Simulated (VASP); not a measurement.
Output of a VASP run:

### OUTCAR
```
 ion  position               nearest neighbor table
   1  0.000  0.000  0.000-   3 1.87   6 1.87   5 1.88   4 1.88   4 1.88   5 1.88
   2  0.500  0.500  0.500-   4 1.87   5 1.87   3 1.88   6 1.88   3 1.88   6 1.88
   3  0.303  0.303  0.000-   1 1.87   2 1.88   2 1.88
   4  0.803  0.197  0.500-   2 1.87   1 1.88   1 1.88
   5  0.197  0.803  0.500-   2 1.87   1 1.88   1 1.88
   6  0.697  0.697  0.000-   1 1.87   2 1.88   2 1.88
  LATTYP: Found a simple tetragonal cell.
 ALAT       =     4.3658766804
 C/A-ratio  =     0.6600661944
 Subroutine PRICEL returns:
 Original cell was already a primitive cell.
 Subroutine GETGRP returns: Found 16 space group operations
The static configuration has the point symmetry D_2h.
 The point group associated with its full space group is D_4h.
The dynamic configuration has the point symmetry D_2h.
The overall configuration has the point symmetry D_2h.
 Subroutine INISYM returns: Found 16 space group operations
 Subroutine IBZKPT returns following result:
 Found     60 irreducible k-points:

 Following reciprocal coordinates:
            Coordinates               Weight
  0.000000  0.000000  0.000000      1.000000
  0.142857  0.000000  0.000000      4.000000
  0.285714  0.000000  0.000000      4.000000
  0.428571  0.000000  0.000000      4.000000
  0.142857  0.142857  0.000000      4.000000
  0.285714  0.142857  0.000000      8.000000
  0.428571  0.142857  0.000000      8.000000
  0.285714  0.285714  0.000000      4.000000
  0.428571  0.285714  0.000000      8.000000
  0.428571  0.428571  0.000000      4.000000
  0.000000  0.000000  0.100000      2.000000
  0.142857  0.000000  0.100000      8.000000
  0.285714  0.000000  0.100000      8.000000
  0.428571  0.000000  0.100000      8.000000
  0.142857  0.142857  0.100000      8.000000
  0.285714  0.142857  0.100000     16.000000
  0.428571  0.142857  0.100000     16.000000
  0.285714  0.285714  0.100000      8.000000
  0.428571  0.285714  0.100000     16.000000
  0.428571  0.428571  0.100000      8.000000
  0.000000  0.000000  0.200000      2.000000
  0.142857  0.000000  0.200000      8.000000
  0.285714  0.000000  0.200000      8.000000
  0.428571  0.000000  0.200000      8.000000
  0.142857  0.142857  0.200000      8.000000
  0.285714  0.142857  0.200000     16.000000
  0.428571  0.142857  0.200000     16.000000
  0.285714  0.285714  0.200000      8.000000
  0.428571  0.285714  0.200000     16.000000
  0.428571  0.428571  0.200000      8.000000
  0.000000  0.000000  0.300000      2.000000
  0.142857  0.000000  0.300000      8.000000
  0.285714  0.000000  0.300000      8.000000
  0.428571  0.000000  0.300000      8.000000
  0.142857  0.142857  0.300000      8.000000
  0.285714  0.142857  0.300000     16.000000
  0.428571  0.142857  0.300000     16.000000
  0.285714  0.285714  0.300000      8.000000
  0.428571  0.285714  0.300000     16.000000
  0.428571  0.428571  0.300000      8.000000
   k-points           NKPTS =     60   k-points in BZ     NKDIM =     60   number of bands    NBANDS=     30
   number of dos      NEDOS =    301   number of ions     NIONS =      6
   total plane-waves  NPLWV =  24576
   dimension x,y,z NGX =    32 NGY =   32 NGZ =   24
   dimension x,y,z NGXF=    64 NGYF=   64 NGZF=   48
   ions per type =               2   4
   PREC   = accura    normal or accurate (medium, high low for compatibility)
   ISTART =      0    job   : 0-new  1-cont  2-samecut
   ICHARG =      2    charge: 1-file 2-atom 10-const
   ISPIN  =      2    spin polarized calculation?
   LNONCOLLINEAR =      F non collinear calculations
   LSORBIT =      F    spin-orbit coupling
   INIWAV =      1    electr: 0-lowe 1-rand  2-diag
   ENCUT  =  520.0 eV  38.22 Ry    6.18 a.u.   8.12  8.12  5.36*2*pi/ulx,y,z
   NELM   =    100;   NELMIN=  2; NELMDL= -5     # of ELM steps
   EDIFF  = 0.1E-06   stopping-criterion for ELM
   LREAL  =      F    real-space projection
...
```

File OSZICAR:
```
       N       E                     dE             d eps       ncg     rms          rms(c)
DAV:   1     0.619507235193E+03    0.61951E+03   -0.26728E+04  7200   0.180E+03
DAV:   2     0.859439391245E+01   -0.61091E+03   -0.57398E+03  7824   0.531E+02
DAV:   3    -0.639077145461E+02   -0.72502E+02   -0.70714E+02  8720   0.176E+02
DAV:   4    -0.658209551109E+02   -0.19132E+01   -0.18510E+01  8400   0.286E+01
DAV:   5    -0.658682523491E+02   -0.47297E-01   -0.47206E-01  9016   0.439E+00    0.440E+01
DAV:   6    -0.569946631385E+02    0.88736E+01   -0.15026E+02  8306   0.103E+02    0.350E+01
DAV:   7    -0.524600611666E+02    0.45346E+01   -0.95229E+01  8624   0.976E+01    0.195E+01
DAV:   8    -0.504941777515E+02    0.19659E+01   -0.64985E+00  8024   0.236E+01    0.692E+00
DAV:   9    -0.502238582037E+02    0.27032E+00   -0.18388E+00  9508   0.120E+01    0.228E+00
DAV:  10    -0.502289336040E+02   -0.50754E-02   -0.18687E-01  7966   0.404E+00    0.125E+00
DAV:  11    -0.502305825189E+02   -0.16489E-02   -0.18129E-02  9670   0.114E+00    0.554E-01
DAV:  12    -0.502301556101E+02    0.42691E-03   -0.29056E-03  9562   0.529E-01    0.258E-01
DAV:  13    -0.502300617669E+02    0.93843E-04   -0.83600E-04  8964   0.298E-01    0.888E-02
DAV:  14    -0.502300462339E+02    0.15533E-04   -0.95659E-05  8780   0.727E-02    0.435E-02
DAV:  15    -0.502300455558E+02    0.67808E-06   -0.25234E-05  9036   0.420E-02    0.154E-02
DAV:  16    -0.502300455706E+02   -0.14748E-07   -0.27390E-06  8386   0.115E-02    0.569E-03
DAV:  17    -0.502300456031E+02   -0.32506E-07   -0.60725E-07  7902   0.733E-03
   1 F= -.52085514E+02 E0= -.52085233E+02  d E =-.520855E+02  mag=     4.0000
       N       E                     dE             d eps       ncg     rms          rms(c)
DAV:   1    -0.502338831395E+02   -0.38376E-02   -0.90536E-01  7200   0.661E+00    0.584E-01
DAV:   2    -0.502329087715E+02    0.97437E-03   -0.27427E-02  8742   0.133E+00    0.424E-01
DAV:   3    -0.502319557418E+02    0.95303E-03   -0.31991E-03  9406   0.564E-01    0.259E-01
DAV:   4    -0.502315937769E+02    0.36196E-03   -0.18809E-03  9870   0.390E-01    0.178E-01
DAV:   5    -0.502315747565E+02    0.19020E-04   -0.25912E-04  8980   0.157E-01    0.987E-02
DAV:   6    -0.502315641295E+02    0.10627E-04   -0.30849E-05 10068   0.488E-02    0.698E-02
DAV:   7    -0.502315626949E+02    0.14345E-05   -0.12889E-05 10336   0.282E-02    0.175E-02
DAV:   8    -0.502315626660E+02    0.28900E-07   -0.77037E-07  8114   0.703E-03
   2 F= -.52087050E+02 E0= -.52086842E+02  d E =-.153630E-02  mag=     4.0000
       N       E                     dE             d eps       ncg     rms          rms(c)
DAV:   1    -0.502316643434E+02   -0.10165E-03   -0.19813E-02  7212   0.978E-01    0.861E-02
DAV:   2    -0.502316433280E+02    0.21015E-04   -0.59714E-04  8720   0.198E-01    0.630E-02
DAV:   3    -0.502316225113E+02    0.20817E-04   -0.70892E-05  9384   0.849E-02    0.386E-02
DAV:   4    -0.502316141453E+02    0.83660E-05   -0.42346E-05  9770   0.587E-02    0.261E-02
DAV:   5    -0.502316138001E+02    0.34517E-06   -0.56379E-06  8904   0.229E-02    0.143E-02
DAV:   6    -0.502316136014E+02    0.19878E-06   -0.61830E-07  8654   0.677E-03    0.100E-02
DAV:   7    -0.502316135963E+02    0.50240E-08   -0.25052E-07  5486   0.418E-03
   3 F= -.52087096E+02 E0= -.52086873E+02  d E =-.158249E-02  mag=     4.0000
```

### OUTCAR
```
------------------------ aborting loop because EDIFF is reached ----------------------------------------
  Edisp (eV):   -1.85548
  FORCE on cell =-STRESS in cart. coord.  units (eV):
  Direction    XX          YY          ZZ          XY          YZ          ZX
  --------------------------------------------------------------------------------------
  Total       2.71891     2.71891     2.77352     0.00000     0.00000     0.00000
  in kB      79.30559    79.30559    80.89835     0.00000     0.00000     0.00000
  external pressure =       79.84 kB  Pullay stress =        0.00 kB
  volume of cell :       54.93
      direct lattice vectors                 reciprocal lattice vectors
     4.360611199 -0.000000000  0.000000000     0.229325651 -0.000000000  0.000000000
     0.000000000  4.360611199  0.000000000     0.000000000  0.229325651  0.000000000
     0.000000000  0.000000000  2.888731334     0.000000000  0.000000000  0.346172726
 POSITION                                       TOTAL-FORCE (eV/Angst)
 -----------------------------------------------------------------------------------
      0.00000      0.00000      0.00000        -0.000000      0.000000      0.000000
      2.18031      2.18031      1.44437        -0.000000      0.000000      0.000000
      1.31895      1.31895      0.00000         0.005037      0.005037     -0.000000
      3.49925      0.86136      1.44437         0.005037     -0.005037      0.000000
      0.86136      3.49925      1.44437        -0.005037      0.005037      0.000000
      3.04166      3.04166      0.00000        -0.005037     -0.005037      0.000000
 -----------------------------------------------------------------------------------
    total drift:                                0.000000      0.000000     -0.000000
  FREE ENERGIE OF THE ION-ELECTRON SYSTEM (eV)
  ---------------------------------------------------
  free  energy   TOTEN  =       -52.0870961620 eV

  energy  without entropy=      -52.0864260763  energy(sigma->0) =      -52.08687280

 total charge

# of ion       s       p       d       tot
------------------------------------------
    1        0.383   6.501   4.082  10.966
    2        0.383   6.501   4.082  10.966
    3        1.574   3.487   0.000   5.061
    4        1.574   3.487   0.000   5.061
    5        1.574   3.487   0.000   5.061
    6        1.574   3.487   0.000   5.061
--------------------------------------------------
tot          7.061  26.950   8.164  42.175

 magnetization (x)

# of ion       s       p       d       tot
------------------------------------------
    1        0.024   0.034   2.011   2.069
    2        0.024   0.034   2.011   2.069
    3       -0.003  -0.058   0.000  -0.060
    4       -0.003  -0.058   0.000  -0.060
    5       -0.003  -0.058   0.000  -0.060
    6       -0.003  -0.058   0.000  -0.060
--------------------------------------------------
tot          0.038  -0.163   4.022   3.897

 reached required accuracy - stopping structural energy minimisation
```
(Selected blocks of OUTCAR.)

File POSCAR:
```
CrO2
1
    4.3658766804     0.0000000000     0.0000000000
    0.0000000000     4.3658766804     0.0000000000
    0.0000000000     0.0000000000     2.8817676058
Cr O
2 4
Direct
  0.0000000000   0.0000000000   0.0000000000
  0.5000000000   0.5000000000   0.5000000000
  0.3031800221   0.3031800221   0.0000000000
  0.8031800221   0.1968199779   0.5000000000
  0.1968199779   0.8031800221   0.5000000000
  0.6968199779   0.6968199779   0.0000000000
```

**Question.** Reconstruct the remaining input files.

**Answer.** Several could match; the one computed here: the input of the run itself, PBE GGA with D4 dispersion, plane waves, VASP's PBE PAW potentials (set 64).

### KPOINTS
```
Automatic mesh
0
Gamma
7 7 10
0 0 0
```

**INCAR**
```
# general
SYSTEM  = CrO2
PREC    = Accurate
ENCUT   = 520
LREAL   = .False.
LASPH   = .True.

# electronic loop
EDIFF   = 1E-7
NELM    = 100
ALGO    = Normal
LMAXMIX = 4

# smearing
ISMEAR  = 1
SIGMA   = 0.1

# functional
GGA     = PE
IVDW    = 13

# spin
ISPIN   = 2
MAGMOM  = 2.1 2.1 -0.1 -0.1 -0.1 -0.1

# ions
IBRION  = 2
NSW     = 30
ISIF    = 4
EDIFFG  = -0.01

# output
LWAVE   = .False.
LCHARG  = .False.
LORBIT  = 10
```

POTCAR, in this order: Cr_pv O (PBE.64 set). Program: vasp_std.

The compound is CrO2 in the rutile structure. This cell is one point of a volume scan, at 0.97 of the reference volume. Symmetry was kept, so distortions that lower it aren't found.
